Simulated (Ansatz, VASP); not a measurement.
## Cross-check of Co (Co strained to the junction's net) between VASP and Ansatz

Wanted: the spread between two codes on one cell, functional and k mesh. The structure shown is the end of the Ansatz relaxation below.

Calculated with Ansatz 0.2.0; plane waves, with VASP 6.6.1 beside it; single point at PBE.

### Step 1. Set-up

Symmetry: P6_3/mmc, No. 194, hexagonal system. The conventional cell has a = 2.560 Å, b = 2.560 Å, c = 3.975 Å, α = 90.00°, β = 90.00°, γ = 120.00°. Nearest to Co lie 12 Co at 2.48 to 2.56 Å.

### Step 2. Ansatz: relaxation, PBE

Ansatz runs on its default PAW (the set named soft_2) files.

This run makes the geometry at which the two programs are then compared.

input.yaml

```yaml
crystal:
  lattice:
    - [2.56, 0.0, 0.0]
    - [-1.28, 2.2170250337, 0.0]
    - [0.0, 0.0, 3.9506947791]
  atoms:
    - { symbol: Co, position: [0.0, 0.0, 0.0], spin: 1.7 }
    - { symbol: Co, position: [0.3333333333, 0.6666666667, 0.5], spin: 1.7 }
magnetization:
  spin_polarized: true
kpoints:
  mp_grid: { grid: [18, 18, 8] }
scf:
  occupations: { method: fermi_dirac, width: 0.1 }
  max_iter: 150
hamiltonian:
  xc: pbe
relax:
  f_tol: 0.01
  max_steps: 40
  cell: { fix: [a, b, angles] }
```

The run is started by

```bash
> ansatz run input.yaml --threads 4 --pin off --max-ram 12288MiB --backend cpu --events-out ev --progress --plain --runs-dir out
```

Numbers of over 12 decimals in the logs are rounded to 6 here.

Output:

```text
Engine: ansatz 0.2.0, x86_64-unknown-linux-gnu
Pseudopotentials: kind: paw
Pseudopotential: Co, paw, valence charge 17, recommended cutoff 420 eV (normal), Co.paw.azcp
Functional definition: PBE
  parameter kappa = 0.804
  parameter beta = 0.066725
  exchange = pbe_x(kappa = kappa, mu = beta*pi^2/3)
  correlation = pbe_c(beta = beta)
Crystal: 2 atoms, lattice volume = 22.423 Å³
Basis set: ecut = 420 eV, 439 PW (Γ), exchange–correlation on 36×36×54 points (8 copies of the dense FFT grid, shifted against one another)
Bands: 23, of which v1, the nominal top of the filled ones, is band 17 counted from 1 (16 counted from 0)
Symmetry: 24 space group operations
Space group: P63/mmc (ITA 194), of the structure as read, at distance tolerance 2.8e-5 Å
Magnetic group: BNS 194.263 (UNI 1493), of the structure as read, at distance tolerance 2.8e-5 Å
k-points: 185 of 2592
Non-local potential: Co, projectors of the file, l = 0: 3, l = 1: 2, l = 2: 3, l = 3: 1
PAW form: soft (Blöchl's): semilocal exchange-correlation on the pseudo side does not see the compensation charge
PAW one-centre angular grid: Co, 590 points (default); XC on 64 Gauss nodes
Initial density: superposition of atomic densities (chi_scale 0.1, normalization cell)
Starting moments: Σ|m| = 3.4 μB on 2 of 2 sites
Initial wavefunctions: pseudopotential atomic-orbital guess
Functional: x = pbe(κ = 0.804, μ = 0.219515), c = pbe(β = 0.066725)
SCF iter   1: F=—  HF=-10251.641484 eV  |F-HF|=—  |Δ(HF+E_count)|=         —  Δρ=9.72e-2 (↑3.07e-2 ↓9.72e-2)  dr2=2.11e0  dr2_m=2.33e-1  M=3.266 μB ∫|m|=3.408 μB  β_m=0.30  ethr=3.10e-3  ⟨swp⟩=5.0  Hψ=31192  notcnv=0
Mixer restart at iter 1: flushing history
preconditioner: auto → none  [metal: Δε(μ)=0.008 eV  Ē_g=8.787 eV  σ=0.100 eV  W_gap=0.02  n_scr=8 (ndim 8)  ℏωp=33.3 eV  f_vac=0.000  D(μ)=2.11/eV (n_scr^D=22)  sad-step TF]
SCF iter   2: F=—  HF=-10251.004981 eV  |F-HF|=—  |Δ(HF+E_count)|=   6.37e-1  Δρ=4.43e-2 (↑2.20e-2 ↓4.43e-2)  dr2=1.30e-1  dr2_m=2.13e-1  M=3.316 μB ∫|m|=3.499 μB  β_m=0.38  ethr=3.10e-3  ⟨swp⟩=2.6  Hψ=16033  notcnv=0  defer=33
SCF iter   3: F=—  HF=-10251.640153 eV  |F-HF|=—  |Δ(HF+E_count)|=         —  Δρ=3.19e-2 (↑3.19e-2 ↓2.26e-2)  dr2=1.04e-2  dr2_m=1.49e-1  M=3.387 μB ∫|m|=3.633 μB  β_m=0.38  ethr=3.84e-4  ⟨swp⟩=2.4  Hψ=11775  notcnv=0  defer=33
Mixer restart at iter 3: flushing history
SCF iter   4: F=—  HF=-10251.948824 eV  |F-HF|=—  |Δ(HF+E_count)|=   3.09e-1  Δρ=2.08e-2 (↑2.08e-2 ↓1.12e-2)  dr2=1.12e-2  dr2_m=5.22e-2  M=3.349 μB ∫|m|=3.624 μB  β_m=0.66  ethr=3.06e-5  ⟨swp⟩=2.2  Hψ=16021  notcnv=0  defer=33
SCF iter   5: F=—  HF=-10252.277303 eV  |F-HF|=—  |Δ(HF+E_count)|=   3.28e-1  Δρ=2.74e-3 (↑2.74e-3 ↓1.83e-3)  dr2=6.56e-4  dr2_m=5.92e-4  M=3.266 μB ∫|m|=3.599 μB  β_m=0.75  ethr=3.06e-5  ⟨swp⟩=2.0  Hψ=17607  notcnv=0  defer=33
SCF iter   6: F=—  HF=-10252.289905 eV  |F-HF|=—  |Δ(HF+E_count)|=   1.26e-2  Δρ=7.10e-3 (↑6.94e-3 ↓7.10e-3)  dr2=2.50e-2  dr2_m=8.02e-5  M=3.254 μB ∫|m|=3.594 μB  β_m=0.75  ethr=1.93e-6  ⟨swp⟩=2.0  Hψ=18339  notcnv=0  defer=34
SCF iter   7: F=—  HF=-10252.290373 eV  |F-HF|=—  |Δ(HF+E_count)|=   4.68e-4  Δρ=1.95e-3 (↑1.73e-3 ↓1.95e-3)  dr2=1.77e-3  dr2_m=1.90e-5  M=3.246 μB ∫|m|=3.592 μB  β_m=0.87  ethr=1.93e-6  ⟨swp⟩=2.0  Hψ=16423  notcnv=0  defer=33
SCF iter   8: F=—  HF=-10252.291190 eV  |F-HF|=—  |Δ(HF+E_count)|=   8.17e-4  Δρ=2.89e-4 (↑1.54e-4 ↓2.89e-4)  dr2=2.56e-5  dr2_m=1.39e-6  M=3.240 μB ∫|m|=3.589 μB  β_m=0.94  ethr=1.93e-6  ⟨swp⟩=2.8  Hψ=16048  notcnv=0  defer=34
SCF iter   9: F=—  HF=-10252.291200 eV  |F-HF|=—  |Δ(HF+E_count)|=   9.94e-6  Δρ=4.12e-5 (↑1.60e-5 ↓4.12e-5)  dr2=4.40e-7  dr2_m=4.00e-8  M=3.239 μB ∫|m|=3.589 μB  β_m=0.96  ethr=7.53e-8  ⟨swp⟩=2.0  Hψ=12083  notcnv=0  defer=34
SCF iter  10: F=—  HF=-10252.291200 eV  |F-HF|=—  |Δ(HF+E_count)|=   1.16e-7  Δρ=4.95e-6 (↑1.40e-6 ↓4.95e-6)  dr2=5.31e-9  dr2_m=1.04e-9  M=3.239 μB ∫|m|=3.589 μB  β_m=0.96  ethr=1.29e-9  ⟨swp⟩=2.0  Hψ=14359  notcnv=0  defer=34
SCF iter  11: F=-10252.291200 eV  HF=-10252.291200 eV  |F-HF|=0.00e0  |Δ(HF+E_count)|=  5.62e-10  Δρ=3.31e-7 (↑3.31e-7 ↓1.78e-7)  dr2=1.43e-11  dr2_m=8.87e-12  M=3.239 μB ∫|m|=3.589 μB  ethr=1.56e-11  ⟨swp⟩=1.8  Hψ=23497  notcnv=0
SCF 1 converged in 11 iterations: F = -10252.291200 eV  dr2 = 1.43e-11
  greatest PAW one-centre occupation: 1.001 electrons in one spin orbital (limit 2), on the Co atom at site 1 (counted from 0), in its partial waves of l = 1
relax step   1: F+E_penalty+E_count = -10252.29119976 eV  Δ(F+E_penalty+E_count) = +0.000e0 eV  max|allowed force component| = 1.503e-17 eV/Å  Δτ_max = 0.0000 Å  P = -5.725 GPa  Ω = 22.423 Å³  fix = [a, b, alpha, beta, gamma]  reactions: a -9.794, b -9.794 GPa  (11 SCF iters, dr2 threshold 1.00e-7 eV, accepted)
[...]
relax step   2: F+E_penalty+E_count = -10252.29187650 eV  Δ(F+E_penalty+E_count) = -6.767e-4 eV  max|allowed force component| = 3.238e-17 eV/Å  Δτ_max = 0.0000 Å  P = -6.310 GPa  Ω = 22.488 Å³  energy of the carried Pulay correction = -7.171e-5 eV  fix = [a, b, alpha, beta, gamma]  reactions: a -10.104, b -10.104 GPa  (6 SCF iters, dr2 threshold 2.00e-7 eV, accepted)
[...]
relax step   3: F+E_penalty+E_count = -10252.29209038 eV  Δ(F+E_penalty+E_count) = -2.139e-4 eV  max|allowed force component| = 2.776e-17 eV/Å  Δτ_max = 0.0000 Å  P = -6.958 GPa  Ω = 22.561 Å³  energy of the carried Pulay correction = -1.520e-4 eV  fix = [a, b, alpha, beta, gamma]  reactions: a -10.447, b -10.447 GPa  (7 SCF iters, dr2 threshold 2.00e-7 eV, accepted)
[...]
relax step   4: F+E_penalty+E_count = -10252.29224838 eV  Δ(F+E_penalty+E_count) = -1.580e-4 eV  max|allowed force component| = 3.238e-17 eV/Å  Δτ_max = 0.0000 Å  P = -6.947 GPa  Ω = 22.561 Å³  fix = [a, b, alpha, beta, gamma]  reactions: a -10.441, b -10.441 GPa  stress off target by 4.19e-2 GPa on what of the cell is left free  SCF on the basis re-selected at this cell (its energy is not comparable with the rows above)  (8 SCF iters)
basis re-selected at this cell: Δ(F+E_penalty+E_count) = -1.580e-4 eV, ΔP = +0.011 GPa vs the last step (what re-selecting the basis moved, of the pressure what is left beyond the Pulay correction that the steps carried, after the strain that the cell walked since its last selection, with what the two solves' SCF thresholds leave and, on support functions, any second-order correction that the steps lacked; it is no m [...]
SCF converged after 8 iterations
Magnetization: 3.2511 μB (18.6256 up, 15.3744 down)
Absolute magnetization: 3.6052 μB (∫|ρ↑−ρ↓|, with the PAW one-centre terms)
Spin contamination: 0.0623 ħ² per cell (⟨S²⟩ above its minimum at these occupations)
Per-site moments (μB) at R_I (Å): [(1.707637, 1.021702), (1.707637, 1.021702)]
Free energy (F): -10252.292248 eV
Harris-Foulkes:  -10252.292248 eV  (|F-HF|=1.82e-12)
Internal energy: -10252.229064 eV  (E = F + TS)
E sigma→0 (E₀):  -10252.260656 eV
Entropy (-TS):   -0.063185 eV (-31.592 meV/atom)
Fermi energy:    17.834803 eV
--- Per-component energies (eV) ---
  E_band       = -515.077639
  E_kinetic    = 905.060713
  E_local      = -5779.901433  (includes V_loc(G=0)·N_el)
  E_nonlocal   = 908.748211
  E_hartree    = 2418.572956
  E_xc         = -317.152380
  E_vxc        = -409.201530  (∫ρ·V_xc dr)
  E_paw        = -3030.306792  (= ΣΔE_a)
  E_vpaw       = -976.929743  (= ΣTr[D̂ρ^β])
  E_aug_tail   = 0.000140  (compensation charges beyond the density's cutoff)
  E_ewald      = -5357.250477
  E_smearing   = -0.063185  (= −TS)
  E_closure    = -0.000000  (closes the sum)
  Σ components = -10252.292248   (vs F -10252.292248, Δ=0.00e0)
--- Forces (eV/Å), atoms counted from 1 ---
  atom   1  Co    -0.00000000     0.00000000     0.00000000
  atom   2  Co    -0.00000000    -0.00000000    -0.00000000
  max |Σ_I F_I| component: 9.25e-18 eV/Å
--- Stress (GPa, compression-positive) ---
      -10.440867       0.000000      -0.000000
        0.000000     -10.440867      -0.000000
       -0.000000      -0.000000       0.041859
  P = ⅓ Tr σ = -6.9466 GPa (-69.466 kbar)
--- Relaxed structure (3 steps of the walk, 3 accepted, 1 SCFs on fresh bases) ---
  F+E_penalty+E_count = -10252.29224838 eV   max|allowed force component| = 3.238e-17 eV/Å   (the final SCF, on the basis selected at the relaxed cell)
  cell:  # Å, volume = 22.5608 Å³
    - [2.560000, 0, 0]
    - [-1.280000, 2.217025, 0]
    - [0, 0, 3.975056]
  atoms:
    - { symbol: Co, position: [9.251858539620026e-18, -5.0885221963063393e-17, 0] }
    - { symbol: Co, position: [0.333333, 0.666667, 0.5] }
```

### Step 3. VASP: single point, PBE

The same cell, functional, mesh and smearing now go to VASP, with its own data sets.

Lines of VASP's logs that name or quote its potential files are left out, and so is its time.

INCAR

```
SYSTEM = Co
PREC = Accurate
ENCUT = 600
EDIFF = 1E-06
NELM = 200
ISMEAR = -1
SIGMA = 0.1
LREAL = .FALSE.
ALGO = Normal
GGA = PE
NBANDS = 18
ISPIN = 2
MAGMOM = 1.71 1.71
LASPH = .TRUE.
LMAXMIX = 4
LORBIT = 11
LWAVE = .FALSE.
LCHARG = .FALSE.
ISIF = 2
GGA_COMPAT = .FALSE.
KPAR = 2
```

POSCAR

```
Co
1.0
    2.5600000000      0.0000000000      0.0000000000
   -1.2800000000      2.2170250337      0.0000000000
    0.0000000000      0.0000000000      3.9750563694
Co
2
Direct
    0.0000000000      0.0000000000      0.0000000000
    0.3333333333      0.6666666667      0.5000000000
```

KPOINTS

```
Automatic mesh
0
Gamma
18 18 8
0 0 0
```

The projector-augmented-wave data sets are Co (PBE family, release 64).

The run is started by

```bash
> mpirun -np 2 vasp_std
```

Output:

```text
[banner, memory and clock lines left out]
running    2 mpi-ranks, on    1 nodes
 distrk:  each k-point on    1 cores,    2 groups
 distr:  one band on    1 cores,    1 groups

 POSCAR found type information on POSCAR Co
 POSCAR found :  1 types and       2 ions
 LDA part: xc-table for (Slater+PW92), standard interpolation
 POSCAR, INCAR and KPOINTS ok, starting setup
 FFT: planning ... GRIDC
 FFT: planning ... GRID_SOFT
 FFT: planning ... GRID
 WAVECAR not read
 entering main loop
       N       E                     dE             d eps       ncg     rms          rms(c)
DAV:   1     0.909594400110E+02    0.90959E+02   -0.84417E+03 13816   0.142E+03
DAV:   2    -0.121935319303E+02   -0.10315E+03   -0.93788E+02 13382   0.241E+02
DAV:   3    -0.161356598564E+02   -0.39421E+01   -0.37844E+01 14788   0.610E+01
DAV:   4    -0.162039237771E+02   -0.68264E-01   -0.68202E-01 17562   0.665E+00
DAV:   5    -0.162053403109E+02   -0.14165E-02   -0.14164E-02 15388   0.848E-01    0.143E+01
DAV:   6    -0.145688221631E+02    0.16365E+01   -0.97611E+00 14262   0.646E+01    0.773E+00
DAV:   7    -0.140843817597E+02    0.48444E+00   -0.16253E+00 15076   0.245E+01    0.366E+00
DAV:   8    -0.140715606787E+02    0.12821E-01   -0.20282E-02 17358   0.143E+00    0.176E+00
DAV:   9    -0.140569245365E+02    0.14636E-01   -0.41418E-03 20588   0.108E+00    0.578E-01
DAV:  10    -0.140570455217E+02   -0.12099E-03   -0.48121E-04 17420   0.283E-01    0.327E-01
DAV:  11    -0.140570507931E+02   -0.52714E-05   -0.36731E-04 18608   0.315E-01    0.295E-02
DAV:  12    -0.140570492537E+02    0.15394E-05   -0.25955E-05 14092   0.469E-02    0.170E-02
DAV:  13    -0.140570473805E+02    0.18732E-05   -0.24495E-06 12850   0.213E-02    0.117E-02
DAV:  14    -0.140570476202E+02   -0.23967E-06   -0.10026E-06  9690   0.997E-03
   1 F= -.14057048E+02 E0= -.14025009E+02  d E =-.640765E-01  mag=     3.2338
```

Parts of OUTCAR (step 3):

```text
ion  position               nearest neighbor table
   1  0.000  0.000  0.000-   2 2.48   2 2.48   2 2.48   2 2.48   2 2.48   2 2.48
   2  0.333  0.667  0.500-   1 2.48   1 2.48   1 2.48   1 2.48   1 2.48   1 2.48

  LATTYP: Found a hexagonal cell.
 ALAT       =     2.5600000000
 C/A-ratio  =     1.5527563943

 Subroutine GETGRP returns: Found 24 space group operations
 (whereof 12 operations were pure point group operations)

The static configuration has the point symmetry D_3h.
 The point group associated with its full space group is D_6h.

 Found    185 irreducible k-points:

   k-points           NKPTS =    185   k-points in BZ     NKDIM =    185   number of bands    NBANDS=     18

   dimension x,y,z NGX =    20 NGY =   20 NGZ =   32
   dimension x,y,z NGXF=    40 NGYF=   40 NGZF=   64

   ENCUT  =  600.0 eV  44.10 Ry    6.64 a.u.   5.11  5.11  7.94*2*pi/ulx,y,z

   NELECT =      18.0000    total number of electrons

 k-points in reciprocal lattice and weights: Automatic mesh
   0.00000000  0.00000000  0.00000000       0.000
   0.05555556 -0.00000000  0.00000000       0.002
   0.11111111 -0.00000000  0.00000000       0.002
   0.16666667  0.00000000  0.00000000       0.002
   0.22222222 -0.00000000  0.00000000       0.002
   0.27777778  0.00000000  0.00000000       0.002
   0.33333333  0.00000000  0.00000000       0.002
   0.38888889  0.00000000  0.00000000       0.002
   0.44444444 -0.00000000  0.00000000       0.002
[...]
0.33333333  0.27777778  0.50000000       0.005
   0.33333333  0.33333333  0.50000000       0.001

 average (electrostatic) potential at core
       1 -78.8055       2 -78.8055

 E-fermi :   9.7093

 spin component 1
 k-point     1 :       0.0000    0.0000    0.0000
  band No.  band energies     occupation
    ...
      7       7.4943      1.00000
      8       7.6823      1.00000
      9       7.6823      1.00000
     10       8.8675      0.99978
     11       8.8675      0.99978
     12      10.1221      0.01586
     13      16.3272      0.00000
     14      30.8353      0.00000
     15      32.6809      0.00000
     16      32.6809      0.00000
    ...

 k-point     2 :       0.0556   -0.0000    0.0000
  band No.  band energies     occupation
    ...
      7       7.5338      1.00000
      8       7.6379      1.00000
      9       7.6517      1.00000
     10       8.5226      0.99999
     11       8.8826      0.99974
     12      10.5883      0.00015
     13      16.3468      0.00000
     14      29.8881      0.00000
     15      31.4477      0.00000
     16      31.5137      0.00000
    ...

 k-point     3 :       0.1111   -0.0000    0.0000
  band No.  band energies     occupation
    ...
      7       7.5680      1.00000
      8       7.5878      1.00000
      9       7.6485      1.00000
     10       8.0573      1.00000
     11       8.9217      0.99962
     12      11.4739      0.00000
     13      16.4096      0.00000
     14      27.5225      0.00000
     15      29.9390      0.00000
     16      30.8000      0.00000
    ...

 k-point     4 :       0.1667    0.0000    0.0000
  band No.  band energies     occupation
    ...
      7       7.5494      1.00000
      8       7.7695      1.00000
      9       7.8146      1.00000
     10       7.8283      1.00000
     11       8.9717      0.99937
     12      12.5073      0.00000
     13      16.5256      0.00000
     14      25.0072      0.00000
     15      28.4479      0.00000
     16      30.2692      0.00000
    ...

 k-point     5 :       0.2222   -0.0000    0.0000
  band No.  band energies     occupation
    ...
      7       7.6854      1.00000
      8       7.8183      1.00000
      9       8.0002      1.00000
     10       8.0566      1.00000
     11       9.0214      0.99897
     12      13.6401      0.00000
     13      16.7011      0.00000
     14      22.5845      0.00000
     15      27.0915      0.00000
     16      29.6539      0.00000
    ...

 k-point     6 :       0.2778    0.0000    0.0000
  band No.  band energies     occupation
    ...
      7       7.5854      1.00000
      8       8.1165      1.00000
      9       8.3056      1.00000
     10       8.3117      1.00000
     11       9.0643      0.99842
     12      14.8545      0.00000
     13      16.8853      0.00000
     14      20.3906      0.00000
     15      25.9008      0.00000
     16      28.3528      0.00000
    ...

  Total       -1.5392669     -1.5392669     -0.1272112      0.0000000      0.0000000      0.0000000
  in kB     -109.3127119   -109.3127119     -9.0340417      0.0000000      0.0000000      0.0000000
  external PRESSURE =     -75.8864885 kB  Pullay stress =       0.0000000 kB

  energy-cutoff  :      600.00
  volume of cell :       22.56
      direct lattice vectors                 reciprocal lattice vectors
     2.560000000  0.000000000  0.000000000     0.390625000  0.225527449  0.000000000
    -1.280000000  2.217025034  0.000000000     0.000000000  0.451054898  0.000000000
     0.000000000  0.000000000  3.975056369     0.000000000  0.000000000  0.251568760

 POSITION                                       TOTAL-FORCE (eV/Angst)
 -----------------------------------------------------------------------------------
      0.00000      0.00000      0.00000        -0.000000      0.000000      0.000000
     -0.00000      1.47802      1.98753         0.000000     -0.000000      0.000000
 -----------------------------------------------------------------------------------
    total drift:                                0.000000     -0.000000     -0.000000

  FREE ENERGIE OF THE ION-ELECTRON SYSTEM (eV)
  ---------------------------------------------------
  free  energy   TOTEN  =       -14.0570476202 eV

  energy  without entropy=      -13.9929710897  energy(sigma->0) =      -14.02500935

 total charge
# of ion       s       p       d       tot
------------------------------------------
    1        0.473   0.488   7.243   8.204
    2        0.473   0.488   7.243   8.204
--------------------------------------------------
tot          0.946   0.975  14.486  16.407

 magnetization (x)
# of ion       s       p       d       tot
------------------------------------------
    1       -0.015  -0.054   1.713   1.645
    2       -0.015  -0.054   1.713   1.645
--------------------------------------------------
tot         -0.030  -0.108   3.427   3.289

[... 6 further parts left out ...]
```

The magnetic state follows from one typed start and may not be the lowest.

### Step 4. Differences

Known differences besides the potentials themselves: VASP starts from the moments at which Ansatz ended; the data sets hold 34 valence electrons in Ansatz (on its default PAW (the set named soft_2) files) and 18 in VASP; the cutoff is 420 eV in Ansatz and 600 eV in VASP; Ansatz's pressure holds a Pulay correction, VASP's none; site moments are counted in spheres of each program's own size. Total energies have different zeros and are not compared.

Compared:

```
          quantity  Ansatz   VASP  difference
    pressure (GPa)   -6.95  -7.59       +0.64
 total moment (μB)    3.25   3.23       +0.02
moment on Co1 (μB)    1.71   1.65       +0.06
moment on Co2 (μB)    1.71   1.65       +0.06
```

### Step 5. Outcome

| Property | Result |
| --- | --- |
| difference in total moment (single point, PBE) | 0.017 μB |
| difference in pressure (single point, PBE) | 0.64 GPa |

**Reading.** The difference in pressure is 0.64 GPa (single point, PBE), within the 1 GPa picked in this series as the mark of a large difference. The data sets hold unlike numbers of valence electrons (34 in Ansatz and 18 in VASP), so part of the differences comes from the potentials. Such differences can come from data sets, numerical settings and the points named under the comparisons, not from the functional's error against experiment.

[Lines on the potential files, build, host, timing and source positions are cut from VASP's logs without a mark.]

[Logs are printed without paths, hosts, clocks, repeated set-up lines and the standing remarks that a program may print on its own settings, such as how far it seeks lower states.]

[Hosts, paths, dates, database ids (printed as entryN), source tags and the programs' standing remarks are cut or masked in the printed files.]
